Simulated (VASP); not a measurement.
How well do functionals in VASP give the band gap of KF (rock salt)? (Scalar-relativistic values.)  The mesh is coarse and the basis finite, so the quasiparticle values are not converged.

The measured value is 10.90 eV (as given by David Koller et al., Journal of Physics Condensed Matter (2013), arXiv:1304.4470).

Problem. Order HSEsol (PBE cell), LDA (own cell), Hartree-Fock (PBE cell), PBE (own cell), G0W0@PBE (starting cell) by the size of their error, smallest first.

Solution. G0W0@PBE (starting cell) (9.70, -1.20), HSEsol (PBE cell) (7.86, -3.04), LDA (own cell) (6.32, -4.58), PBE (own cell) (5.95, -4.95), Hartree-Fock (PBE cell) (17.15, +6.25)

Only levels that ran to the end are used. Left out are those held back, those with too coarse a band path, GW runs whose mesh misses a band edge, hybrids' fits of cells that aren't cubic and levels without matching references; a question may draw on a part of the rest.

The compound is KF in the rock salt structure.
